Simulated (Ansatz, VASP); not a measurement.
# KNa in two plane-wave programs

One calculation is typed for both programs; each brings its own data sets and cutoff. How far apart do they land? The cell is invented: As first built, before any earlier steps moved the atoms (in the runner's words): it takes the K structure with some of its atoms replaced by other elements, volume scaled by an estimate. It may not be a known or stable phase. The cell is taken from a series of VASP runs on this material, whose earlier steps may have relaxed, scaled or displaced it; both programs get it as it stands.

Main program and level: Ansatz 0.2.0; plane waves, with VASP 6.6.1 beside it; single point at r2SCAN and electric field gradients at r2SCAN.

## (1) Starting point

The structure is trigonal, space group R-3m (No. 166). Conventional cell: a = 4.277 Å, b = 4.277 Å, c = 20.774 Å, α = 90.00°, β = 90.00°, γ = 120.00°. Nearest to K lie 6 Na at 4.25 Å and 6 K at 4.28 Å. Na has 6 K at 4.25 Å and 6 Na at 4.28 Å nearest. As first built, before any earlier steps moved the atoms (in the runner's words): sites of the K structure (space group 225) filled with other elements, volume scaled by an estimate. Farther neighbours are not listed.

## (2) Ansatz: single point, r2SCAN

Ansatz runs on its default PAW (the set named soft_2) files.

A single point gives forces, pressure and levels at one fixed geometry, so differences don't come from the geometry; what else differs is listed under the comparison.

Input file input.yaml:

```yaml
crystal:
  lattice:
    - [2.1387490378, 1.2348071867, 6.9246673495]
    - [-2.1387490378, 1.2348071867, 6.9246673495]
    - [0.0, -2.4696143736, 6.9246673495]
  atoms:
    - { symbol: K, position: [0.5, 0.5, 0.5] }
    - { symbol: Na, position: [0.0, 0.0, 0.0] }
hamiltonian:
  xc: r2scan
  pseudopotentials: { kind: paw }
kpoints:
  mp_grid: { grid: [8, 8, 8] }
scf:
  occupations: { method: tetrahedron }
output:
  forces: true
  stress: true
```

Started as:

```
$ ansatz run input.yaml --threads 2 --pin off --max-ram 4608MiB --backend cpu --events-out ev --progress --plain --runs-dir out
```

Numbers of over 12 decimals in the logs are rounded to 6 here.

The program printed:

```text
Warning: output.forces, output.stress, relax.cell or npt_langevin: where a Kohn–Sham band that disperses or a degenerate level is filled in part under the method tetrahedron, the forces or the stress that this run publishes need not agree with its energy (scf.occupations.method in the input reference, under Limitations); prefer a smearing scheme for the forces or the stress
basis.fft_grid_basis auto: the FFT boxes are laid along the combinations [[1, 0, -1], [0, 1, -1], [0, 0, 1]] of the cell's own vectors, 4.277, 4.277 and 7.352 Å long. The dense box has 32×32×54 points. Along the cell's own vectors, as sized, it would have 54×54×54, 2.85 times as many. Of the 12 symmetry operations that the crystal satisfies within crystal.symmetry.tolerance (time reversal apart; of a slab, those that [...]
Engine: ansatz 0.2.0, aarch64-unknown-linux-gnu
Pseudopotentials: kind: paw
Pseudopotential: K, paw, valence charge 9, recommended cutoff 500 eV (meta_gga), K.paw.azcp
Pseudopotential: Na, paw, valence charge 9, recommended cutoff 500 eV (meta_gga), Na.paw.azcp
Functional definition: r2SCAN
  parameter k0 = 0.174
  parameter k1 = 0.065
  parameter a1 = 4.9479
  exchange = r2scan_x(k0 = k0, k1 = k1, a1 = a1)
  correlation = r2scan_c
Crystal: 2 atoms, lattice volume = 109.726 Å³
Basis set: ecut = 500 eV, 2791 PW (Γ), FFT grids on a1−a3, a2−a3, a3, exchange–correlation on 128×128×216 points (64 copies of the dense FFT grid, shifted against one another)
Bands: 13, of which v1, the nominal top of the filled ones, is band 9 counted from 1 (8 counted from 0)
Symmetry: 12 space group operations
Space group: R-3m (ITA 166), of the structure as read, at distance tolerance 4.8e-5 Å
k-points: 65 of 512
Non-local potential: K, projectors of the file, l = 0: 3, l = 1: 2, l = 2: 2
Non-local potential: Na, projectors of the file, l = 0: 3, l = 1: 2, l = 2: 1
PAW form: soft (Blöchl's): semilocal exchange-correlation on the pseudo side does not see the compensation charge
PAW frozen core: K, regenerated for the run's functional (the file was generated under x = pbe(κ = 0.804, μ = 0.219515), c = pbe(β = 0.066725))
PAW frozen core: Na, regenerated for the run's functional (the file was generated under x = pbe(κ = 0.804, μ = 0.219515), c = pbe(β = 0.066725))
PAW one-centre angular grid: K, 302 points (default); XC on 160 Gauss nodes
PAW one-centre angular grid: Na, 302 points (default); XC on 339 of its mesh's 2595 points in the sphere
Initial density: superposition of atomic densities (neutral atoms: chi_scale 0, normalization atom), corrected by the library's trained network
Initial wavefunctions: pseudopotential atomic-orbital guess
Functional: x = r2scan, c = r2scan; τ floored in thin density (d = 2e-4 eV/Å³)
SCF iter   1: F=—  HF=-3030.992206 eV  |F-HF|=—  |Δ(HF+E_count)|=         —  Δρ=4.87e-3  dr2=2.44e-2  dr2_τ=2.62e-4  ethr=1.77e-3  ⟨swp⟩=6.6  Hψ=5697  notcnv=0
preconditioner: auto → Kerker (q_TF=auto, 2.019 Å⁻¹)  [metal: no gap  n_scr=16 (ndim 8)  ℏωp=5.0 eV  f_vac=0.000]
SCF iter   2: F=—  HF=-3030.984248 eV  |F-HF|=—  |Δ(HF+E_count)|=   7.96e-3  Δρ=1.87e-3  dr2=9.55e-3  dr2_τ=3.15e-4  ethr=1.35e-4  ⟨swp⟩=2.1  Hψ=2123  notcnv=0
SCF iter   3: F=—  HF=-3030.983621 eV  |F-HF|=—  |Δ(HF+E_count)|=   6.27e-4  Δρ=6.78e-4  dr2=3.55e-3  dr2_τ=1.09e-5  ethr=5.30e-5  ⟨swp⟩=2.6  Hψ=1443  notcnv=0
SCF iter   4: F=—  HF=-3030.983185 eV  |F-HF|=—  |Δ(HF+E_count)|=   4.37e-4  Δρ=2.48e-4  dr2=5.25e-5  dr2_τ=1.02e-5  ethr=1.97e-5  ⟨swp⟩=2.1  Hψ=1175  notcnv=0
SCF iter   5: F=—  HF=-3030.983222 eV  |F-HF|=—  |Δ(HF+E_count)|=   3.72e-5  Δρ=4.67e-5  dr2=8.81e-6  dr2_τ=3.26e-7  ethr=2.92e-7  ⟨swp⟩=3.8  Hψ=1757  notcnv=0
SCF iter   6: F=—  HF=-3030.983240 eV  |F-HF|=—  |Δ(HF+E_count)|=   1.80e-5  Δρ=1.69e-5  dr2=9.40e-7  dr2_τ=6.11e-9  ethr=4.90e-8  ⟨swp⟩=2.6  Hψ=1215  notcnv=0
SCF iter   7: F=-3030.983239 eV  HF=-3030.983239 eV  |F-HF|=5.13e-10  |Δ(HF+E_count)|=   9.20e-7  Δρ=5.03e-6  dr2=5.94e-8  dr2_τ=6.60e-10  ethr=5.56e-10  ⟨swp⟩=3.0  Hψ=3622  notcnv=0
SCF 1 converged in 7 iterations: F = -3030.983239 eV  dr2 = 5.94e-8
  greatest PAW one-centre occupation: 1.000 electrons in one spin orbital (limit 2), on the Na atom at site 1 (counted from 0), in its partial waves of l = 0
SCF converged after 7 iterations
Stability not checked: this state was not tested for a lower state beside it, because cold or Methfessel-Paxton smearing, or corrected tetrahedra, fill the levels in a way that the test cannot read (fill_not_monotonic; see scf.lower_state_search)
Free energy (F): -3030.983239 eV
Harris-Foulkes:  -3030.983239 eV  (|F-HF|=5.13e-10)
Internal energy: -3030.983270 eV  (E = F + TS)
E sigma→0 (E₀):  -3030.983239 eV
Entropy (-TS):   0.000031 eV (0.015 meV/atom)
Fermi energy:    1.811630 eV
--- Per-component energies (eV) ---
  E_band       = -402.567094
  E_kinetic    = 372.366015
  E_local      = -2239.559678  (includes V_loc(G=0)·N_el)
  E_nonlocal   = 128.663609
  E_hartree    = 817.966243
  E_xc         = -167.908409
  E_vxc        = -237.709058  (∫ρ·V_xc dr)
  E_paw        = -1055.720213  (= ΣΔE_a)
  E_vpaw       = -78.257256  (= ΣTr[D̂ρ^β])
  E_aug_tail   = -0.000003  (compensation charges beyond the density's cutoff)
  E_vtau       = 16.000553  (kinetic-family band-sum trace: ∫τ·v_τ [+ j·A + Jᵃ·Aᵃ] dr)
  E_ewald      = -886.568383
  E_core_change = -0.222452  (= ΣΔE_core)
  E_smearing   = 0.000031  (= −TS)
  E_closure    = -0.000000  (closes the sum)
  Σ components = -3030.983239   (vs F -3030.983239, Δ=0.00e0)
--- Forces (eV/Å), atoms counted from 1 ---
  atom   1  K     -0.00000000     0.00000000    -0.00000000
  atom   2  Na     0.00000000     0.00000000     0.00000000
  max |Σ_I F_I| component: 1.67e-29 eV/Å
--- Stress (GPa, compression-positive) ---
        0.195333      -0.000000      -0.000000
       -0.000000       0.195333       0.000000
       -0.000000       0.000000      -0.153879
  P = ⅓ Tr σ = 0.0789 GPa (0.789 kbar)
--- Band table (eV; the first three rows and the last of 65) ---
  k-point 0: bands = [... 5 lower, -14.4020, -14.3815, -14.3815, -0.9433, 2.3695, 2.5044, 6.8147, 6.8147]
  k-point 1: bands = [... 5 lower, -14.4013, -14.3989, -14.3859, -0.7354, 2.3353, 2.8759, 6.2363, 6.9912]
  k-point 2: bands = [... 5 lower, -14.4487, -14.3967, -14.3914, -0.1267, 2.5637, 3.6043, 5.0793, 6.3240]
  k-point 64: bands = [... 5 lower, -14.4027, -14.3815, -14.3815, -0.1542, 0.1007, 5.0531, 6.7844, 6.8015]
```

Run time: 8.8 s. Hardware: 2 threads of Arm Neoverse V2, shared host; peak memory 0.62 GiB.

The run ends at a pressure of 0.08 GPa.

## (3) VASP: single point, r2SCAN

The same cell, functional, mesh and smearing now go to VASP, with its own data sets and cutoff.

Lines of VASP's logs that name or quote its potential files are left out, and so is its time.

Input file INCAR:

```
SYSTEM = KNa
PREC = Accurate
ENCUT = 400
EDIFF = 1E-06
NELM = 100
ISMEAR = -5
SIGMA = 0.05
LREAL = .FALSE.
ALGO = Normal
METAGGA = R2SCAN
LASPH = .TRUE.
LORBIT = 11
LWAVE = .FALSE.
LCHARG = .FALSE.
NEDOS = 2001
```

Input file POSCAR:

```
KNa
1.0
    2.1387490378      1.2348071867      6.9246673495
   -2.1387490378      1.2348071867      6.9246673495
    0.0000000000     -2.4696143736      6.9246673495
K Na
1 1
Direct
    0.5000000000      0.5000000000      0.5000000000
    0.0000000000      0.0000000000      0.0000000000
```

Input file KPOINTS:

```
Automatic mesh
0
Gamma
8 8 8
0 0 0
```

The projector-augmented-wave data sets are K_sv and Na_pv (PBE family, release 64).

Started as:

```
$ mpirun -np 1 vasp_std
```

The program printed:

```text
[banner, memory and clock lines left out]
running    1 mpi-ranks, on    1 nodes
 distrk:  each k-point on    1 cores,    1 groups
 distr:  one band on    1 cores,    1 groups

 POSCAR found type information on POSCAR K Na
 POSCAR found :  2 types and       2 ions
|                                                                             |
|               ----> ADVICE to this user running VASP <----                  |
|                                                                             |
|     You enforced a specific xc type in the INCAR file but a different       |
|     [... a line on the potential file left out ...]
|     I HOPE YOU KNOW WHAT YOU ARE DOING!                                     |
|                                                                             |

 LDA part: xc-table for (None), standard interpolation
 POSCAR, INCAR and KPOINTS ok, starting setup
 FFT: planning ... GRIDC
 FFT: planning ... GRID_SOFT
 FFT: planning ... GRID
 WAVECAR not read
 entering main loop
       N       E                     dE             d eps       ncg     rms          rms(c)
DAV:   1     0.849867754976E+02    0.84987E+02   -0.71660E+03  1680   0.946E+02
DAV:   2    -0.534772421189E+01   -0.90334E+02   -0.87552E+02  1608   0.284E+02
DAV:   3    -0.118932696819E+02   -0.65455E+01   -0.64102E+01  2744   0.697E+01
DAV:   4    -0.123248669698E+02   -0.43160E+00   -0.42866E+00  2220   0.104E+01
DAV:   5    -0.123395264813E+02   -0.14660E-01   -0.14783E-01  2536   0.163E+00    0.235E+00
DAV:   6    -0.944855729843E+01    0.28910E+01   -0.16799E+00  1760   0.110E+01    0.962E-01
DAV:   7    -0.945201341344E+01   -0.34561E-02   -0.71585E-02  1908   0.253E+00    0.711E-01
DAV:   8    -0.945498404938E+01   -0.29706E-02   -0.26031E-02  1824   0.184E+00    0.126E-01
DAV:   9    -0.945489366856E+01    0.90381E-04   -0.31566E-03  2168   0.480E-01    0.760E-02
DAV:  10    -0.945472162548E+01    0.17204E-03   -0.49168E-04  1780   0.260E-01    0.277E-02
DAV:  11    -0.945469240081E+01    0.29225E-04   -0.29974E-05  2156   0.397E-02    0.114E-02
DAV:  12    -0.945459769979E+01    0.94701E-04   -0.15138E-05  1748   0.365E-02    0.400E-03
DAV:  13    -0.945461252885E+01   -0.14829E-04   -0.16316E-06  1964   0.724E-03    0.889E-04
DAV:  14    -0.945461125154E+01    0.12773E-05   -0.88523E-08  1004   0.326E-03    0.460E-04
DAV:  15    -0.945461100081E+01    0.25073E-06   -0.18280E-08   932   0.148E-03
   1 F= -.94546110E+01 E0= -.94546110E+01  d E =0.000000E+00
|                                                                             |
|           W    W    AA    RRRRR   N    N  II  N    N   GGGG   !!!           |
|           W    W   A  A   R    R  NN   N  II  NN   N  G    G  !!!           |
|           W    W  A    A  R    R  N N  N  II  N N  N  G       !!!           |
|           W WW W  AAAAAA  RRRRR   N  N N  II  N  N N  G  GGG   !            |
|           WW  WW  A    A  R   R   N   NN  II  N   NN  G    G                |
|           W    W  A    A  R    R  N    N  II  N    N   GGGG   !!!           |
|                                                                             |
|     Tetrahedron method does not include variations of the Fermi             |
|     occupations, so forces and stress will be inaccurate. We suggest        |
|     using a different smearing scheme ISMEAR = 1 or 2 for metals in         |
|     relaxations.                                                            |
|                                                                             |
```

From OUTCAR (step 3):

```text
ion  position               nearest neighbor table
   1  0.500  0.500  0.500-
   2  0.000  0.000  0.000-

  LATTYP: Found a trigonal (rhomboedric) cell.
 ALAT       =     7.3518714717
 COS(alpha) =     0.8307401943

 Subroutine GETGRP returns: Found 12 space group operations
 (whereof 12 operations were pure point group operations)

The static configuration has the point symmetry D_3d.

 Found     65 irreducible k-points:

   k-points           NKPTS =     65   k-points in BZ     NKDIM =     65   number of bands    NBANDS=     12

   dimension x,y,z NGX =    48 NGY =   48 NGZ =   48
   dimension x,y,z NGXF=    96 NGYF=   96 NGZF=   96

   ENCUT  =  400.0 eV  29.40 Ry    5.42 a.u.  11.99 11.99 11.99*2*pi/ulx,y,z

   NELECT =      16.0000    total number of electrons

 k-points in reciprocal lattice and weights: Automatic mesh
   0.00000000  0.00000000  0.00000000       0.002
   0.12500000  0.00000000  0.00000000       0.012
   0.25000000  0.00000000  0.00000000       0.012
   0.37500000  0.00000000  0.00000000       0.012
   0.50000000  0.00000000  0.00000000       0.006
   0.12500000  0.12500000  0.00000000       0.012
   0.25000000  0.12500000  0.00000000       0.023
   0.37500000  0.12500000  0.00000000       0.023
   0.50000000  0.12500000  0.00000000       0.023
[...]
-0.37500000  0.50000000  0.37500000       0.012
   0.50000000  0.50000000  0.50000000       0.002

 average (electrostatic) potential at core
       1 -42.9312       2 -55.6977

 E-fermi :   0.0748

 k-point     1 :       0.0000    0.0000    0.0000
  band No.  band energies     occupation
    ...
      4     -26.2049      2.00000
      5     -16.2021      2.00000
      6     -16.1832      2.00000
      7     -16.1832      2.00000
      8      -2.6759      2.00000
      9       0.6309     -0.01693
     10       0.7679      0.00000
     11       5.0879      0.00000
     12       5.0879      0.00000

 k-point     2 :       0.1250    0.0000    0.0000
  band No.  band energies     occupation
    ...
      4     -26.2051      2.00000
      5     -16.2027      2.00000
      6     -16.1991      2.00000
      7     -16.1876      2.00000
      8      -2.4683      2.00000
      9       0.5973     -0.05647
     10       1.1381      0.00000
     11       4.5032      0.00000
     12       5.2666      0.00000

 k-point     3 :       0.2500    0.0000    0.0000
  band No.  band energies     occupation
    ...
      4     -26.2057      2.00000
      5     -16.2494      2.00000
      6     -16.1982      2.00000
      7     -16.1917      2.00000
      8      -1.8603      2.00000
      9       0.8252     -0.01889
     10       1.8653      0.00000
     11       3.3405      0.00000
     12       4.5783      0.00000

  Total        0.0809936      0.0809936     -0.1592659      0.0000000      0.0000000      0.0000000
  in kB        1.1826389      1.1826386     -2.3255425      0.0000000      0.0000000      0.0000000
  external PRESSURE =       0.0132450 kB  Pullay stress =       0.0000000 kB

  energy-cutoff  :      400.00
  volume of cell :      109.73
      direct lattice vectors                 reciprocal lattice vectors
     2.138749038  1.234807187  6.924667349     0.233781520  0.134973839  0.048137090
    -2.138749038  1.234807187  6.924667349    -0.233781520  0.134973839  0.048137090
     0.000000000 -2.469614374  6.924667349     0.000000000 -0.269947678  0.048137090

 POSITION                                       TOTAL-FORCE (eV/Angst)
 -----------------------------------------------------------------------------------
      0.00000     -0.00000     10.38700         0.000000      0.000000     -0.000000
      0.00000      0.00000      0.00000        -0.000000     -0.000000      0.000000
 -----------------------------------------------------------------------------------
    total drift:                                0.000000      0.000000     -0.000000

  FREE ENERGIE OF THE ION-ELECTRON SYSTEM (eV)
  ---------------------------------------------------
  free  energy   TOTEN  =        -9.4546110008 eV

  energy  without entropy=       -9.4546110008  energy(sigma->0) =       -9.45461100

 total charge
# of ion       s       p       d       tot
------------------------------------------
    1        1.981   5.660   0.008   7.649
    2        0.077   5.962   0.000   6.039
--------------------------------------------------
tot          2.058  11.622   0.008  13.688

[... 3 further parts left out ...]
```

The PAW data sets were made with PBE, which is usual practice but a small mismatch for other functionals. With tetrahedra the forces and stress of a metal are not exact derivatives of the energy.

## (4) Side by side

Known differences besides the potentials themselves: VASP keeps PBE cores, Ansatz makes them for the functional; the data sets hold 18 valence electrons in Ansatz (default PAW (the set named soft_2) files) and 16 in VASP; the cutoff is 500 eV in Ansatz and 400 eV in VASP. Total energies have different zeros and are not compared.

The two programs side by side:

```csv
quantity,Ansatz,VASP,difference
pressure (GPa),0.08,0.00,+0.08
```

(Continued in part 2 of 2.)

[Lines on the potential files, build, host, timing and source positions are cut from VASP's logs without a mark.]

[Logs are printed without paths, hosts, clocks, repeated set-up lines and the standing remarks that a program may print on its own settings, such as how far it seeks lower states.]

[Hosts, paths, dates, database ids (printed as entryN), source tags and the programs' standing remarks are cut or masked in the printed files.]
